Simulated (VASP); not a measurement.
All values below come from PBE GGA, VASP's PBE PAW potentials (set 64) (plane waves; VASP 6.6.1).

A VASP calculation is set up with these files.

File KPOINTS:
```
Automatic mesh
0
Gamma
13 13 10
0 0 0
```

**POSCAR**
```
CuAu
1
    2.7769820744     0.0000000000    -0.0000000000
    0.0000000000     2.7769820744    -0.0000000000
    0.0000000000     0.0000000000     3.6629267172
Cu Au
1 1
Direct
  1.0000000000   1.0000000000   0.0000000000
  0.5000000000   0.5000000000   0.5000000000
```

### INCAR
```
ENCUT = 500
NSW = 40   # most ionic steps
PREC = Accurate
ISIF = 3   # ions, shape and volume
LMAXMIX = 6   # l cut-off of mixed one-centre charges
ALGO = Normal
LWAVE = .FALSE.
EDIFF = 1E-6
ISMEAR = 1   # Methfessel-Paxton
GGA = PE   # PBE
LCHARG = .FALSE.
SIGMA = 0.1
LREAL = .FALSE.   # projection in real space or not
SYSTEM = CuAu
LASPH = .TRUE.
IBRION = 2   # conjugate gradients
EDIFFG = -0.02   # ionic stop
PSTRESS = 100
NELM = 100
```

POTCAR, in this order: Cu Au (PBE.64 set). Program: vasp_std.

The run wrote:

**OSZICAR**
```
       N       E                     dE             d eps       ncg     rms          rms(c)
DAV:   1     0.127914893266E+03    0.12791E+03   -0.11292E+04  5279   0.205E+03
DAV:   2    -0.341100423313E+01   -0.13133E+03   -0.12538E+03  5160   0.330E+02
DAV:   3    -0.794950564596E+01   -0.45385E+01   -0.44548E+01  6363   0.718E+01
DAV:   4    -0.799638203009E+01   -0.46876E-01   -0.46867E-01  5661   0.619E+00
DAV:   5    -0.799773937019E+01   -0.13573E-02   -0.13573E-02  7646   0.116E+00    0.123E+01
DAV:   6    -0.741080482037E+01    0.58693E+00   -0.77818E+00  5115   0.821E+01    0.561E+00
DAV:   7    -0.708781070810E+01    0.32299E+00   -0.31837E+00  6168   0.877E+01    0.617E+00
DAV:   8    -0.701634701924E+01    0.71464E-01   -0.31631E-01  6389   0.155E+01    0.282E+00
DAV:   9    -0.700979599506E+01    0.65510E-02   -0.19376E-02  7846   0.275E+00    0.139E-01
DAV:  10    -0.700944394672E+01    0.35205E-03   -0.27779E-03  7212   0.100E+00    0.707E-02
DAV:  11    -0.700944441854E+01   -0.47182E-06   -0.70051E-05  7786   0.141E-01    0.470E-02
DAV:  12    -0.700943947011E+01    0.49484E-05   -0.18861E-06  4524   0.472E-02    0.263E-03
DAV:  13    -0.700943935186E+01    0.11825E-06   -0.54121E-07  3327   0.149E-02
   1 F= -.52463927E+01 E0= -.52464024E+01  d E =-.524639E+01
```

**OUTCAR**
```
------------------------ aborting loop because EDIFF is reached ----------------------------------------
  FORCE on cell =-STRESS in cart. coord.  units (eV):
  Direction    XX          YY          ZZ          XY          YZ          ZX
  --------------------------------------------------------------------------------------
  Total        1.7738349      1.7738349      1.7303336      0.0000000     -0.0000000     -0.0000000
  in kB      100.6119078    100.6119078     98.1445151      0.0000000     -0.0000000     -0.0000000
  external PRESSURE =      -0.2105564 kB  Pullay stress =     100.0000000 kB
  volume of cell :       28.25
      direct lattice vectors                 reciprocal lattice vectors
     2.776982074  0.000000000  0.000000000     0.360103153  0.000000000  0.000000000
     0.000000000  2.776982074  0.000000000     0.000000000  0.360103153  0.000000000
     0.000000000  0.000000000  3.662926717     0.000000000  0.000000000  0.273005735
 POSITION                                       TOTAL-FORCE (eV/Angst)
 -----------------------------------------------------------------------------------
      0.00000      0.00000      0.00000         0.000000      0.000000      0.000000
      1.38849      1.38849      1.83146         0.000000      0.000000      0.000000
 -----------------------------------------------------------------------------------
    total drift:                               -0.000000      0.000000      0.000000
  FREE ENERGIE OF THE ION-ELECTRON SYSTEM (eV)
  ---------------------------------------------------
  free  energy   TOTEN  =        -7.0094393519 eV

  energy  without entropy=       -7.0094683239  energy(sigma->0) =       -7.00944901
  enthalpy is  TOTEN    =        -5.2463927162 eV   P V=        1.7630466357

 reached required accuracy - stopping structural energy minimisation
```
(Selected blocks of OUTCAR.)

The compound is CuAu in the L1_0 structure. It was relaxed first under an external pressure of 10 GPa.
